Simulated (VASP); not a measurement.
Output of a VASP run:

### OUTCAR
```
 ion  position               nearest neighbor table
   1  0.665  0.665  0.000-   2 2.58   3 2.60   3 2.60   3 2.60   3 2.60   3 2.62   2 2.62   2 2.62
                             2 2.62   2 2.62
   2  0.335  0.335  0.000-   1 2.58   3 2.60   3 2.60   3 2.60   3 2.60   3 2.62   1 2.62   1 2.62
                             1 2.62   1 2.62
   3  0.000  0.000  0.000-   1 2.60   1 2.60   1 2.60   2 2.60   2 2.60   2 2.60   1 2.60   2 2.60
                             1 2.62   2 2.62
  LATTYP: Found a body centered tetragonal cell.
 ALAT       =     3.1946192270
 C/A-ratio  =     2.4461372146
 Subroutine PRICEL returns:
 Original cell was already a primitive cell.
 Subroutine GETGRP returns: Found 16 space group operations
The static configuration has the point symmetry D_4h.
The dynamic configuration has the point symmetry D_4h.
 Subroutine INISYM returns: Found 16 space group operations
 Subroutine IBZKPT returns following result:
 Found    163 irreducible k-points:

 Following reciprocal coordinates:
            Coordinates               Weight
  0.000000  0.000000  0.000000      1.000000
  0.083333  0.000000  0.000000      8.000000
  0.166667  0.000000  0.000000      8.000000
  0.250000 -0.000000  0.000000      8.000000
  0.333333  0.000000  0.000000      8.000000
  0.416667 -0.000000  0.000000      8.000000
  0.500000 -0.000000  0.000000      4.000000
  0.083333  0.083333  0.000000      8.000000
  0.166667  0.083333  0.000000     16.000000
  0.250000  0.083333  0.000000     16.000000
  0.333333  0.083333  0.000000     16.000000
  0.416667  0.083333  0.000000     16.000000
  0.500000  0.083333  0.000000     16.000000
 -0.416667  0.083333 -0.000000     16.000000
 -0.333333  0.083333 -0.000000     16.000000
 -0.250000  0.083333  0.000000     16.000000
 -0.166667  0.083333  0.000000     16.000000
 -0.083333  0.083333  0.000000      4.000000
  0.166667  0.166667  0.000000      8.000000
  0.250000  0.166667  0.000000     16.000000
  0.333333  0.166667  0.000000     16.000000
  0.416667  0.166667  0.000000     16.000000
  0.500000  0.166667  0.000000     16.000000
 -0.416667  0.166667 -0.000000     16.000000
 -0.333333  0.166667  0.000000     16.000000
 -0.250000  0.166667  0.000000     16.000000
 -0.166667  0.166667  0.000000      4.000000
  0.250000  0.250000  0.000000      8.000000
  0.333333  0.250000  0.000000     16.000000
  0.416667  0.250000  0.000000     16.000000
  0.500000  0.250000  0.000000     16.000000
 -0.416667  0.250000 -0.000000     16.000000
 -0.333333  0.250000  0.000000     16.000000
 -0.250000  0.250000  0.000000      4.000000
  0.333333  0.333333  0.000000      8.000000
  0.416667  0.333333  0.000000     16.000000
  0.500000  0.333333  0.000000     16.000000
 -0.416667  0.333333 -0.000000     16.000000
 -0.333333  0.333333  0.000000      4.000000
  0.416667  0.416667  0.000000      8.000000
   k-points           NKPTS =    163   k-points in BZ     NKDIM =    163   number of bands    NBANDS=     15
   number of dos      NEDOS =    301   number of ions     NIONS =      3
   total plane-waves  NPLWV =  46656
   dimension x,y,z NGX =    36 NGY =   36 NGZ =   36
   dimension x,y,z NGXF=    72 NGYF=   72 NGZF=   72
   ions per type =               2   1
   PREC   = accura    normal or accurate (medium, high low for compatibility)
   ISTART =      0    job   : 0-new  1-cont  2-samecut
   ICHARG =      2    charge: 1-file 2-atom 10-const
   ISPIN  =      1    spin polarized calculation?
   LNONCOLLINEAR =      F non collinear calculations
   LSORBIT =      F    spin-orbit coupling
   INIWAV =      1    electr: 0-lowe 1-rand  2-diag
   ENCUT  =  520.0 eV  38.22 Ry    6.18 a.u.   8.39  8.39  8.39*2*pi/ulx,y,z
   NELM   =    100;   NELMIN=  2; NELMDL= -5     # of ELM steps
   EDIFF  = 0.1E-05   stopping-criterion for ELM
   LREAL  =      F    real-space projection
   NLSPLINE    = F    spline interpolate recip. space projectors
   LMAXMIX     =    4 max onsite mixed and CHGCAR
...
```

OSZICAR:
```
...
DAV:  13    -0.409609722660E+02   -0.22187E-02   -0.20548E-03  5653   0.487E-01    0.665E-02
DAV:  14    -0.409626462777E+02   -0.16740E-02   -0.60460E-04  5751   0.201E-01    0.419E-02
DAV:  15    -0.409625006830E+02    0.14559E-03   -0.80834E-05  6220   0.833E-02    0.307E-02
DAV:  16    -0.409626741961E+02   -0.17351E-03   -0.58852E-05  5744   0.797E-02    0.593E-03
DAV:  17    -0.409627014915E+02   -0.27295E-04   -0.46071E-06  5751   0.252E-02    0.313E-03
DAV:  18    -0.409626984112E+02    0.30803E-05   -0.53305E-07  2683   0.675E-03    0.184E-03
DAV:  19    -0.409626975961E+02    0.81511E-06   -0.35117E-07  2578   0.795E-03
   1 F= -.40962698E+02 E0= -.40962512E+02  d E =-.409627E+02
       N       E                     dE             d eps       ncg     rms          rms(c)
DAV:   1    -0.410181986468E+02   -0.55500E-01   -0.14292E+00  5548   0.131E+01    0.265E+00
DAV:   2    -0.409692776005E+02    0.48921E-01   -0.52287E-01  5485   0.552E+00    0.695E-01
DAV:   3    -0.409624606221E+02    0.68170E-02   -0.50312E-02  5345   0.152E+00    0.256E-01
DAV:   4    -0.409609620423E+02    0.14986E-02   -0.60104E-03  5835   0.737E-01    0.119E-01
DAV:   5    -0.409610985344E+02   -0.13649E-03   -0.94628E-04  5709   0.295E-01    0.917E-02
DAV:   6    -0.409610701982E+02    0.28336E-04   -0.10511E-03  5310   0.319E-01    0.234E-02
DAV:   7    -0.409614648148E+02   -0.39462E-03   -0.22545E-04  5184   0.159E-01    0.508E-03
DAV:   8    -0.409614705551E+02   -0.57403E-05   -0.41016E-06  5418   0.206E-02    0.305E-03
DAV:   9    -0.409614709782E+02   -0.42308E-06   -0.47403E-07  2648   0.508E-03
   2 F= -.40961471E+02 E0= -.40961383E+02  d E =0.122662E-02
       N       E                     dE             d eps       ncg     rms          rms(c)
DAV:   1    -0.409821930557E+02   -0.20723E-01   -0.46165E-01  5506   0.741E+00    0.157E+00
DAV:   2    -0.409662400292E+02    0.15953E-01   -0.14898E-01  5436   0.300E+00    0.383E-01
DAV:   3    -0.409646478369E+02    0.15922E-02   -0.12825E-02  5366   0.777E-01    0.147E-01
DAV:   4    -0.409641809499E+02    0.46689E-03   -0.17662E-03  5856   0.424E-01    0.862E-02
DAV:   5    -0.409642068832E+02   -0.25933E-04   -0.21195E-04  5744   0.167E-01    0.524E-02
DAV:   6    -0.409642409015E+02   -0.34018E-04   -0.34278E-04  5338   0.187E-01    0.130E-02
DAV:   7    -0.409643673671E+02   -0.12647E-03   -0.74131E-05  5156   0.900E-02    0.224E-03
DAV:   8    -0.409643685192E+02   -0.11520E-05   -0.98362E-07  3180   0.105E-02    0.226E-03
DAV:   9    -0.409643685515E+02   -0.32356E-07   -0.15409E-07  2550   0.355E-03
   3 F= -.40964369E+02 E0= -.40964217E+02  d E =-.167096E-02
       N       E                     dE             d eps       ncg     rms          rms(c)
DAV:   1    -0.409660410414E+02   -0.16725E-02   -0.46038E-02  5352   0.227E+00    0.400E-01
DAV:   2    -0.409647243550E+02    0.13167E-02   -0.89537E-03  5625   0.769E-01    0.103E-01
DAV:   3    -0.409646101451E+02    0.11421E-03   -0.80751E-04  5787   0.196E-01    0.502E-02
DAV:   4    -0.409645648904E+02    0.45255E-04   -0.16836E-04  5996   0.127E-01    0.328E-02
DAV:   5    -0.409645670966E+02   -0.22063E-05   -0.18168E-05  5688   0.475E-02    0.149E-02
DAV:   6    -0.409645712257E+02   -0.41291E-05   -0.24719E-05  5163   0.496E-02    0.410E-03
DAV:   7    -0.409645802582E+02   -0.90324E-05   -0.44113E-06  4897   0.216E-02    0.122E-03
DAV:   8    -0.409645804191E+02   -0.16096E-06   -0.12216E-07  2480   0.405E-03
   4 F= -.40964580E+02 E0= -.40964469E+02  d E =-.211868E-03
```

OUTCAR:
```
------------------------ aborting loop because EDIFF is reached ----------------------------------------
  FORCE on cell =-STRESS in cart. coord.  units (eV):
  Direction    XX          YY          ZZ          XY          YZ          ZX
  --------------------------------------------------------------------------------------
  Total        0.0541968      0.0541968     -0.0264858      0.0000000     -0.0000000      0.0000000
  in kB        2.1691921      2.1691921     -1.0600792      0.0000000     -0.0000000      0.0000000
  external PRESSURE =       1.0927683 kB  Pullay stress =       0.0000000 kB
  volume of cell :       40.03
      direct lattice vectors                 reciprocal lattice vectors
    -1.596523447  1.596523447  3.926227896     0.000000000  0.313180493  0.127348695
     1.596523447 -1.596523447  3.926227896     0.313180493  0.000000000  0.127348695
     1.596523447  1.596523447 -3.926227896     0.313180493  0.313180493  0.000000000
 POSITION                                       TOTAL-FORCE (eV/Angst)
 -----------------------------------------------------------------------------------
      0.00000      0.00000      5.22514        -0.000000     -0.000000      0.008024
      0.00000      0.00000      2.62731         0.000000      0.000000     -0.008024
      0.00000      0.00000      7.85246         0.000000      0.000000     -0.000000
 -----------------------------------------------------------------------------------
    total drift:                               -0.000000     -0.000000      0.000000
  FREE ENERGIE OF THE ION-ELECTRON SYSTEM (eV)
  ---------------------------------------------------
  free  energy   TOTEN  =       -40.9645804191 eV

  energy  without entropy=      -40.9642454094  energy(sigma->0) =      -40.96446875

 reached required accuracy - stopping structural energy minimisation
```
(Selected blocks of OUTCAR.)

POSCAR:
```
MoSi2
1
   -1.5973096135     1.5973096135     3.9072384889
    1.5973096135    -1.5973096135     3.9072384889
    1.5973096135     1.5973096135    -3.9072384889
Si Mo
2 1
Direct
  0.6648078099   0.6648078099   0.0000000000
  0.3351921901   0.3351921901   0.0000000000
  0.0000000000   0.0000000000   0.0000000000
```

**Question.** Write an INCAR and KPOINTS that could have produced this output.

**Answer.** Several could match; the one computed here: the input of the run itself, TPSS meta-GGA, plane waves, VASP's PBE PAW potentials (set 64).

### KPOINTS
```
Automatic mesh
0
Gamma
12 12 12
0 0 0
```

### INCAR
```
SYSTEM  =  MoSi2
PREC  =  Accurate; ENCUT  =  520; LREAL  =  .FALSE.
LASPH  =  .TRUE.
EDIFF  =  1E-6; NELM  =  100; ALGO  =  Normal
LMAXMIX  =  4; LMIXTAU  =  .TRUE.
ISMEAR  =  1; SIGMA  =  0.1
METAGGA  =  TPSS
IBRION  =  2; NSW  =  60; ISIF  =  3
EDIFFG  =  -0.02
LWAVE  =  .FALSE.; LCHARG  =  .FALSE.
```

POTCAR, in this order: Si Mo_sv (PBE.64 set). Program: vasp_std.

The compound is MoSi2 in the MoSi2 type structure. This run relaxes it. Symmetry was kept, so distortions that lower it aren't found. The start is the result of an earlier pass.
